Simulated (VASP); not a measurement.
Consider the following.

```xyz
3
Lattice="-1.6092 1.6092 3.9366 1.6092 -1.6092 3.9366 1.6092 1.6092 -3.9366" Properties=species:S:1:pos:R:3 pbc="T T T"
Si     0.0000     0.0000     5.2348
Si     0.0000     0.0000     2.6383
Mo     0.0000     0.0000     0.0000
```

These are PBE GGA, VASP's PBE PAW potentials (set 64) (plane waves; VASP) values and carry that method's errors. Settings: 520 eV cut-off, 15×15×15 Γ-centred mesh, tetrahedra with Blöchl corrections, potentials Si Mo_sv.

The cores are frozen, which limits the accuracy of field gradients.

### Question
Give the principal components of the electric field gradient (V/Å²) and the asymmetry η at each nucleus.

### Answer

```tsv
atom	Vxx	Vyy	Vzz	η
Si1	5.7	5.7	-11.4	0.00
Si2	5.7	5.7	-11.4	0.00
Mo3	29.7	29.7	-59.5	0.00
```

The compound is MoSi2 in the MoSi2 type structure. It was relaxed first.
